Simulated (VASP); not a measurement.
Energy against volume of K (bcc). All values below come from rev-vdW-DF2, VASP's PBE PAW potentials (set 64) (plane waves; VASP). Settings: 520 eV cut-off, 10×10×10 Γ-centred mesh, first-order Methfessel-Paxton smearing of 0.10 eV, potentials K_sv.

| V (Å³/atom) | E (eV/atom) |
|---|---|
| 66.006 | 0.94458 |
| 68.113 | 0.94184 |
| 70.219 | 0.94086 |
| 72.326 | 0.94139 |

Question: Fit these four points and predict the energy of the run at 74.432 Å³/atom.

Answer: A cubic in V^(−2/3), the third-order Birch-Murnaghan form, passes through the four points with V0 = 70.48 Å³/atom and B0 = 4 GPa, and gives 0.9432 eV/atom there. The run gave 0.9432 eV/atom, +0.0 meV/atom from the fit; all five points give B0 = 4 GPa.

The compound is K in the bcc structure. It was relaxed first.
